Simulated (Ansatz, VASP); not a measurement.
# Cross-check of ZrB2 between VASP and Ansatz, part 2 of 2

Wanted: the spread between two codes on one cell, functional and k mesh. The cell is taken from a series of runs on this material, whose earlier steps may have relaxed, scaled, displaced or heated it; both programs get it as it stands.

VASP 6.6.1 and Ansatz 0.2.0.

So far: Starting point; VASP: zone-centre phonons, PBEsol.

## Step 3: Ansatz: zone-centre phonons, PBEsol

Level of this step: Ansatz beside VASP: Kohn-Sham DFT, plane waves, PBEsol (Ansatz).

Ansatz runs on its PAW soft_1 files.

The same cell, functional, mesh and smearing now go to Ansatz, which takes its cutoff from its data sets.

input.yaml reads:

```yaml
crystal:
  lattice:
    - [3.1143653647, 0.0, 0.0]
    - [-1.5571826823, 2.6971195225, 0.0]
    - [0.0, 0.0, 3.4550053153]
  atoms:
    - { symbol: B, position: [0.3333333333, 0.6666666667, 0.5] }
    - { symbol: B, position: [0.6666666667, 0.3333333333, 0.5] }
    - { symbol: Zr, position: [0.0, 0.0, 0.0] }
kpoints:
  mp_grid: { grid: [15, 15, 12] }
hamiltonian:
  xc: pbesol
  pseudopotentials: { kind: paw, azcp: { folder: soft_1 }, xc_functional: pbe }
scf:
  occupations: { method: methfessel_paxton, width: 0.2 }
output:
  eigenvalues: true
phonons:
  method: dfpt
```

Started as:

```bash
> ansatz run input.yaml --threads 4 --pin off --max-ram 10240MiB --backend cpu --events-out ev --progress --plain --runs-dir out
```

Numbers of over 12 decimals in the logs are rounded to 6 here.

The program printed:

```text
zone centre: on kpoints.mp_grid the ground state, and the responses unless they are solved on pairs of k-points, stand on 448 of the mesh's 2700 k-points, reduced under 4 symmetry operations, with k and −k counted as one. Each operation leaves every solved displacement unchanged or reverses it
Engine: ansatz 0.2.0, x86_64-unknown-linux-gnu
Pseudopotentials: kind: paw
Pseudopotential: B, paw, valence charge 3, recommended cutoff 420 eV (normal), soft_1/B.paw.azcp
Pseudopotential: Zr, paw, valence charge 12, recommended cutoff 420 eV (normal), soft_1/Zr.paw.azcp
Functional definition: PBEsol
  exchange = pbesol_x
  correlation = pbesol_c
Crystal: 3 atoms, lattice volume = 29.021 Å³
Basis set: ecut = 420 eV, 563 PW (Γ), exchange–correlation on 48×48×48 points (8 copies of the dense FFT grid, shifted against one another)
Bands: 13, of which v1, the nominal top of the filled ones, is band 9 counted from 1 (8 counted from 0)
Symmetry: 24 space group operations
k-points: 448 of 2700 (irreducible under 4 space group operations, time reversal used)
Non-local potential: B, projectors of the file, l = 0: 2, l = 1: 2, l = 2: 1
Non-local potential: Zr, projectors of the file, l = 0: 3, l = 1: 2, l = 2: 2, l = 3: 1
PAW form: soft (Blöchl's): semilocal exchange-correlation on the pseudo side does not see the compensation charge
PAW frozen core: B, regenerated for the run's functional, and the local potential with it (the file was generated under x = pbe(κ = 0.804, μ = 0.219515), c = pbe(β = 0.066725))
PAW frozen core: Zr, regenerated for the run's functional, and the local potential with it (the file was generated under x = pbe(κ = 0.804, μ = 0.219515), c = pbe(β = 0.066725))
PAW one-centre angular grid: B, 110 points (default); XC on 64 Gauss nodes
PAW one-centre angular grid: Zr, 590 points (default); XC on 64 Gauss nodes
Initial density: superposition of atomic densities (chi_scale 0.1, normalization cell, long waves kept (reshape's long-wave potential 0.00 eV rms))
Initial wavefunctions: pseudopotential atomic-orbital guess
Functional: x = pbesol(κ = 0.804, μ = 0.123457), c = pbesol(β = 0.046)
SCF iter   1: F=—  HF=-4437.744524 eV  |F-HF|=—  |Δ(HF+E_count)|=         —  Δρ=5.88e-2  dr2=1.81e0  ethr=3.10e-3  ⟨swp⟩=5.0  Hψ=28209  notcnv=0
preconditioner: auto → none  [metal: Δε(μ)=0.049 eV  Ē_g=17.263 eV  σ=0.200 eV  W_gap=0.20  n_scr=8 (ndim 8)  ℏωp=27.6 eV  f_vac=0.000  D(μ)=0.24/eV (n_scr^D=0)  sad-step TF]
SCF iter   2: F=—  HF=-4437.325828 eV  |F-HF|=—  |Δ(HF+E_count)|=   4.19e-1  S|Δr|=    0.00e0  Δρ=2.96e-2  dr2=4.18e-1  ethr=3.10e-3  ⟨swp⟩=2.2  Hψ=11581  notcnv=0
SCF iter   3: F=—  HF=-4437.201986 eV  |F-HF|=—  |Δ(HF+E_count)|=   1.24e-1  S|Δr|=    0.00e0  Δρ=2.17e-3  dr2=8.01e-4  ethr=2.32e-3  ⟨swp⟩=2.0  Hψ=9817  notcnv=0
SCF iter   4: F=—  HF=-4437.202451 eV  |F-HF|=—  |Δ(HF+E_count)|=   4.64e-4  S|Δr|=    0.00e0  Δρ=3.94e-4  dr2=3.38e-5  ethr=4.45e-6  ⟨swp⟩=2.2  Hψ=13290  notcnv=0
SCF iter   5: F=—  HF=-4437.202461 eV  |F-HF|=—  |Δ(HF+E_count)|=   1.07e-5  S|Δr|=    0.00e0  Δρ=3.78e-5  dr2=5.29e-7  ethr=1.88e-7  ⟨swp⟩=2.0  Hψ=9367  notcnv=0
SCF iter   6: F=—  HF=-4437.202461 eV  |F-HF|=—  |Δ(HF+E_count)|=   5.20e-8  S|Δr|=    0.00e0  Δρ=4.80e-6  dr2=5.54e-9  ethr=2.94e-9  ⟨swp⟩=2.0  Hψ=9185  notcnv=0
SCF iter   7: F=—  HF=-4437.202461 eV  |F-HF|=—  |Δ(HF+E_count)|=   1.17e-9  S|Δr|=    0.00e0  Δρ=1.39e-6  dr2=4.08e-10  ethr=3.08e-11  ⟨swp⟩=2.0  Hψ=9635  notcnv=0
SCF iter   8: F=-4437.202461 eV  HF=-4437.202461 eV  |F-HF|=1.82e-12  |Δ(HF+E_count)|=  1.06e-10  S|Δr|=    0.00e0  Δρ=1.35e-7  dr2=2.88e-12  ethr=1.00e-12  ⟨swp⟩=4.0  Hψ=27589  notcnv=0
SCF 1 converged in 8 iterations: F = -4437.202461 eV  dr2 = 2.88e-12
  greatest PAW one-centre occupation: 0.996 electrons in one spin orbital (limit 2), on the Zr atom at site 2 (counted from 0), in its partial waves of l = 0
DFPT response loops at Γ: preconditioner auto → Kerker (q_TF=auto, 2.520 Å⁻¹) (partly filled bands, converged f_vac=0.000); β = 1.00, the filter's whole step (`scf.mixing.beta` (0.50) is not read by the response loops under this deck's `scf.mixing.preconditioner`; to damp them name `kerker` or `kerker_dos`, under which they read `scf.mixing.beta`, and type it under 1.00, their step now; both keys bind the ground state too); Broyden in place of MSR1
SCF converged after 8 iterations
Stability not checked: this state was not tested for a lower state beside it, because cold or Methfessel-Paxton smearing, or corrected tetrahedra, fill the levels in a way that the test cannot read (fill_not_monotonic; see scf.lower_state_search)
Free energy (F): -4437.202461 eV
Harris-Foulkes:  -4437.202461 eV  (|F-HF|=1.82e-12)
Internal energy: -4437.202961 eV  (E = F + TS)
E sigma→0 (E₀):  -4437.202586 eV
Entropy (-TS):   0.000500 eV (0.167 meV/atom)
Fermi energy:    16.601170 eV
--- Per-component energies (eV) ---
  E_band       = -9.247639
  E_kinetic    = 423.358595
  E_local      = -499.991473  (includes V_loc(G=0)·N_el)
  E_nonlocal   = 91.418589
  E_hartree    = 171.148690
  E_xc         = -223.300547
  E_vxc        = -265.254046  (∫ρ·V_xc dr)
  E_paw        = -3060.267092  (= ΣΔE_a)
  E_vpaw       = -101.076676  (= ΣTr[D̂ρ^β])
  E_aug_tail   = -0.000008  (compensation charges beyond the density's cutoff)
  E_ewald      = -1339.764858
  E_core_change = 0.195143  (= ΣΔE_core)
  E_smearing   = 0.000500  (= −TS)
  E_closure    = 0.000000  (closes the sum)
  Σ components = -4437.202461   (vs F -4437.202461, Δ=0.00e0)
--- Band table (eV; the first three rows and the last of 448) ---
  k-point 0: bands = [... 5 lower, 13.8467, 13.8467, 13.8790, 14.3767, 20.2767, 20.2767, 21.1487, 21.1487]
  k-point 1: bands = [... 5 lower, 13.2079, 13.9163, 13.9163, 15.0183, 19.6499, 19.6499, 20.9094, 20.9094]
  k-point 2: bands = [... 5 lower, 12.3022, 14.1227, 14.1227, 15.8604, 18.7337, 18.7337, 20.2811, 20.2811]
  k-point 447: bands = [... 5 lower, 9.5035, 11.9102, 13.0092, 13.9741, 20.3604, 21.7033, 21.9274, 23.0679]
--- Phonons (Γ-DFPT): 4 representative perturbations + reference, on 448 of 2700 k-points (Σ response iterations 12) ---
  k mesh reduced under 4 symmetry operations, with k and −k counted as one. Each operation leaves every solved displacement unchanged or reverses it
  ASR residual: 1.124e-4 → 0.000e0 eV/Å²; symmetrization residual: 3.551e-7 eV/Å²
  ASR residual per site (eV/Å²): 4.66e-6 4.66e-6 1.12e-4
  Γ frequencies (cm⁻¹): 0.00 0.00 0.00 487.73 487.73 517.60 598.12 833.74 833.74
  non-analytic LO–TO correction: not included (Born effective charges unavailable; polar crystals: no LO–TO splitting at Γ)
```

In the SCF lines HF is the Harris–Foulkes energy and dr2 the Hartree energy of the density residual, in eV; the loop may stop once dr2 is under the threshold and the program's other checks hold. Hψ counts applications of the Hamiltonian.

## Step 4: Differences

Known differences besides the potentials themselves: the cutoff is 420 eV in Ansatz and 500 eV in VASP; Ansatz makes its cores anew for this functional, VASP keeps those of its PBE data sets. Total energies have different zeros and are not compared.

Compared:

```csv
quantity,Ansatz,VASP,difference
optical mode 1 to 2 (cm⁻¹),487.7,488.6,-0.18 %
optical mode 3 (cm⁻¹),517.6,519.2,-0.31 %
optical mode 4 (cm⁻¹),598.1,598.5,-0.06 %
optical mode 5 to 6 (cm⁻¹),833.7,836.6,-0.34 %
```

Modes are paired by rising frequency, not by their patterns, so a pair may set unlike modes beside each other; they are those without the splitting of longitudinal modes.

## Step 5: What came out

```
r.m.s. difference of the optical zone-centre modes, each program's sorted by frequency (zone-centre phonons, PBEsol) : 1.8 cm⁻¹
```

The r.m.s. difference of the optical zone-centre modes, each program's sorted by frequency is 1.8 cm⁻¹ (zone-centre phonons, PBEsol). Such differences can come from data sets, numerical settings and the points named under the comparisons, not from the functional's error against experiment.

[Lines on the potential files, build, host, timing and source positions are cut from VASP's logs without a mark.]

[Logs are printed without paths, hosts, clocks, repeated set-up lines and the standing remarks that a program may print on its own settings, such as how far it seeks lower states.]

[Hosts, paths, dates, database ids (printed as entryN), source tags and the programs' standing remarks are cut or masked in the printed files.]
